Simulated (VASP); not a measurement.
A convergence study with VASP on IrO$_{2}$ (rutile): one setting is varied, all else stays as given below, so the limit is that of these other settings.

```xyz
6
Lattice="4.5000 0.0000 0.0000 0.0000 4.5000 0.0000 0.0000 0.0000 3.1500" Properties=species:S:1:pos:R:3 pbc="T T T"
Ir     0.0000     0.0000     0.0000
Ir     2.2500     2.2500     1.5750
O      1.3860     1.3860     0.0000
O      3.6360     0.8640     1.5750
O      0.8640     3.6360     1.5750
O      3.1140     3.1140     0.0000
```

Computed with PBE GGA, VASP's PBE PAW potentials (set 64) (plane waves; VASP). The tightest run used: 700 eV cut-off, 14×14×19 Γ-centred mesh, tetrahedra with Blöchl corrections, potentials Ir O.

**Question.** The settings run are 2×2×3 mesh; 3×3×4 mesh; 4×4×5 mesh; 4×4×6 mesh; 5×5×7 mesh; 6×6×8 mesh; 7×7×9 mesh; 7×7×10 mesh; 8×8×11 mesh; 9×9×12 mesh; 9×9×13 mesh; 10×10×14 mesh; 11×11×15 mesh; 12×12×16 mesh; 12×12×17 mesh; 13×13×18 mesh; 14×14×19 mesh. From which on does the energy per atom stay within 0.002 eV/atom of the tightest run?

**Answer.** From 4×4×6 mesh on: it is off by 0.0016 there and by no more than 0.002 in any finer run, while 4×4×5 mesh is off by 0.0028.
```json
[
 {"setting": "2×2×3 mesh", "E (eV/atom)": "-7.0296", "pressure (GPa)": "8.60", "irreducible k-points": "6", "difference judged (eV/atom)": "0.0085"},
 {"setting": "3×3×4 mesh", "E (eV/atom)": "-7.0420", "pressure (GPa)": "8.78", "irreducible k-points": "9", "difference judged (eV/atom)": "0.0038"},
 {"setting": "4×4×5 mesh", "E (eV/atom)": "-7.0409", "pressure (GPa)": "8.84", "irreducible k-points": "18", "difference judged (eV/atom)": "0.0028"},
 {"setting": "4×4×6 mesh", "E (eV/atom)": "-7.0398", "pressure (GPa)": "8.85", "irreducible k-points": "24", "difference judged (eV/atom)": "0.0016"},
 {"setting": "5×5×7 mesh", "E (eV/atom)": "-7.0363", "pressure (GPa)": "8.92", "irreducible k-points": "24", "difference judged (eV/atom)": "0.0018"},
 {"setting": "6×6×8 mesh", "E (eV/atom)": "-7.0382", "pressure (GPa)": "8.91", "irreducible k-points": "50", "difference judged (eV/atom)": "0.0000"},
 {"setting": "7×7×9 mesh", "E (eV/atom)": "-7.0380", "pressure (GPa)": "8.90", "irreducible k-points": "50", "difference judged (eV/atom)": "0.0001"},
 {"setting": "7×7×10 mesh", "E (eV/atom)": "-7.0377", "pressure (GPa)": "8.91", "irreducible k-points": "60", "difference judged (eV/atom)": "0.0004"},
 {"setting": "8×8×11 mesh", "E (eV/atom)": "-7.0383", "pressure (GPa)": "8.91", "irreducible k-points": "90", "difference judged (eV/atom)": "0.0001"},
 {"setting": "9×9×12 mesh", "E (eV/atom)": "-7.0381", "pressure (GPa)": "8.91", "irreducible k-points": "105", "difference judged (eV/atom)": "0.0001"},
 {"setting": "9×9×13 mesh", "E (eV/atom)": "-7.0381", "pressure (GPa)": "8.91", "irreducible k-points": "105", "difference judged (eV/atom)": "0.0001"},
 {"setting": "10×10×14 mesh", "E (eV/atom)": "-7.0381", "pressure (GPa)": "8.91", "irreducible k-points": "168", "difference judged (eV/atom)": "0.0000"},
 {"setting": "11×11×15 mesh", "E (eV/atom)": "-7.0382", "pressure (GPa)": "8.91", "irreducible k-points": "168", "difference judged (eV/atom)": "0.0000"},
 {"setting": "12×12×16 mesh", "E (eV/atom)": "-7.0382", "pressure (GPa)": "8.91", "irreducible k-points": "252", "difference judged (eV/atom)": "0.0000"},
 {"setting": "12×12×17 mesh", "E (eV/atom)": "-7.0382", "pressure (GPa)": "8.91", "irreducible k-points": "252", "difference judged (eV/atom)": "0.0000"},
 {"setting": "13×13×18 mesh", "E (eV/atom)": "-7.0382", "pressure (GPa)": "8.91", "irreducible k-points": "280", "difference judged (eV/atom)": "0.0000"},
 {"setting": "14×14×19 mesh", "E (eV/atom)": "-7.0382", "pressure (GPa)": "8.91", "irreducible k-points": "360", "difference judged (eV/atom)": "0.0000"}
]
```

Left out are rungs that failed or repeat a setting and relaxations that didn't move; long series are thinned to 24 rows.

The compound is IrO2 in the rutile structure. The cell was not relaxed at this level.
